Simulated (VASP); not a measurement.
Given:

```yaml
crystal:
  lattice:
    - [0.00000, 2.82334, 2.82334]
    - [2.82334, 0.00000, 2.82334]
    - [2.82334, 2.82334, 0.00000]
  atoms:
    - { symbol: Ag, position: [0.00000, 0.00000, 0.00000] }
    - { symbol: Br, position: [0.50000, 0.50000, 0.50000] }
```

These are PBE GGA, VASP's PBE PAW potentials (set 64) (plane waves; VASP) values and carry that method's errors. Numerical set-up: 300 eV cut-off, 8×8×8 Γ-centred mesh, Gaussian smearing of 0.010 eV, potentials Ag Br.

Problem. Give the energies of bands 2 to 11 at the high-symmetry points, in eV from the valence-band maximum.

Solution. 
| band | Γ | X | U | L | W |
|---|---|---|---|---|---|
| 2 | -3.02 | -4.67 | -4.57 | -5.70 | -4.55 |
| 3 | -3.02 | -3.33 | -4.51 | -4.51 | -4.31 |
| 4 | -3.02 | -3.11 | -4.10 | -4.51 | -4.31 |
| 5 | -3.02 | -3.11 | -2.85 | -2.67 | -2.55 |
| 6 | -3.02 | -2.84 | -2.61 | -2.67 | -2.52 |
| 7 | -2.12 | -2.55 | -2.38 | -2.30 | -2.47 |
| 8 | -2.12 | -2.55 | -2.17 | 0.00 | -2.47 |
| 9 | -2.12 | -2.42 | -1.32 | 0.00 | -1.68 |
| 10 | 0.66 | 1.48 | 2.91 | 3.58 | 3.85 |
| 11 | 9.89 | 6.96 | 6.81 | 6.65 | 7.14 |

The gap is indirect, 0.66 eV, from the valence maximum at L to the conduction minimum at Γ.

The structure comes from a computed database's AgBr entry; how it stands against other phases isn't given here. The cell was not relaxed at this level.
